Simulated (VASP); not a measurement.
A run of VASP 6.6.1:

File INCAR:

```
SYSTEM = Mn2C
ALGO = Fast
EDIFF = 1E-4
EDIFFG = -0.08
ENCUT = 520
GGA = PE
IBRION = 2
ISIF = 3
ISMEAR = 0
ISPIN = 2
KPAR = 2
LASPH = .TRUE.
LCHARG = .FALSE.
LMAXMIX = 4
LORBIT = 11
LREAL = .FALSE.
LWAVE = .FALSE.
MAGMOM = 4 4 4 4 0 0
NELM = 60
NSW = 24
PREC = Normal
SIGMA = 0.15
```

File KPOINTS:

```
k-points
0
G
  4 4 6
  0 0 0
```

The input POSCAR:

```
Mn2C
1.0
    4.8901699300      0.0000000000      0.0000000000
    0.0000000000      4.8901699300      0.0000000000
    0.0000000000      0.0000000000      2.9840092600
Mn C
4 2
Direct
    0.2955363700      0.2955363700      0.0000000000
    0.7044636300      0.7044636300      0.0000000000
    0.7955363700      0.2044636300      0.5000000000
    0.2044636300      0.7955363700      0.5000000000
    0.0000000000      0.0000000000      0.0000000000
    0.5000000000      0.5000000000      0.5000000000
```

Potentials or basis: VASP PAW PBE potentials, release 64 (Mn_pv, C).

Launch:

```console
$ cat potpaw_PBE.64/Mn_pv/POTCAR potpaw_PBE.64/C/POTCAR > POTCAR
$ mpirun -np 2 vasp_std > vasp.out
```

Hardware: 2 MPI ranks on Intel(R) Xeon(R) Platinum 8259CL CPU @ 2.50GHz (Skylake/Cascade Lake), on a shared host.

Problem. How long does it take, and how much memory?

Solution. Run time: 2.2 min on 2 MPI ranks on Intel(R) Xeon(R) Platinum 8259CL CPU @ 2.50GHz (Skylake/Cascade Lake) (shared host), peak memory 0.21 GiB a rank. Counts: scf iterations 45, k points 24, ion steps 5.
